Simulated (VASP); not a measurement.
Consider the following.

```
CELL_PARAMETERS angstrom
      5.63852     0.00000     0.00000
      0.00000     5.63852     0.00000
      0.00000     0.00000     5.63852
ATOMIC_POSITIONS crystal
  Cs 0.00000 0.00000 0.00000
  Pb 0.50000 0.50000 0.50000
  Cl 0.50000 0.00000 0.50000
  Cl 0.00000 0.50000 0.50000
  Cl 0.50000 0.50000 0.00000
```

The numbers are results of optB86b-vdW, VASP's PBE PAW potentials (set 64) (plane waves; VASP 6.6.1), not measurements. Run with 520 eV cut-off, Gaussian smearing of 0.050 eV, potentials Cs_sv Pb_d Cl.

Unless said otherwise, spin-orbit coupling is left out, though it shifts the bands of the heavy elements here.

Problem. Give the energies of bands 13 to 25 at the high-symmetry points, in eV from the valence-band maximum.

Solution. 
```json
[
 {"band": "13", "Γ": "-6.60", "X": "-7.50", "M": "-7.98", "R": "-8.07"},
 {"band": "14", "Γ": "-4.45", "X": "-4.38", "M": "-4.24", "R": "-3.03"},
 {"band": "15", "Γ": "-4.45", "X": "-4.38", "M": "-3.25", "R": "-3.03"},
 {"band": "16", "Γ": "-4.45", "X": "-3.02", "M": "-2.69", "R": "-3.03"},
 {"band": "17", "Γ": "-2.47", "X": "-2.58", "M": "-2.69", "R": "-2.58"},
 {"band": "18", "Γ": "-2.47", "X": "-2.56", "M": "-2.65", "R": "-2.58"},
 {"band": "19", "Γ": "-2.47", "X": "-2.56", "M": "-2.65", "R": "-2.05"},
 {"band": "20", "Γ": "-2.36", "X": "-2.47", "M": "-2.59", "R": "-2.05"},
 {"band": "21", "Γ": "-2.36", "X": "-2.47", "M": "-2.06", "R": "-2.05"},
 {"band": "22", "Γ": "-2.36", "X": "-1.59", "M": "-0.77", "R": "0.00"},
 {"band": "23", "Γ": "3.37", "X": "3.08", "M": "2.60", "R": "2.03"},
 {"band": "24", "Γ": "4.35", "X": "4.71", "M": "2.60", "R": "2.03"},
 {"band": "25", "Γ": "4.35", "X": "5.25", "M": "4.98", "R": "2.03"}
]
```

The gap is direct, 2.03 eV, from the valence maximum at R to the conduction minimum at R.

The compound is CsPbCl3 in the cubic perovskite structure, the ideal cubic form; the compound distorts at low or room temperature. It was relaxed first.
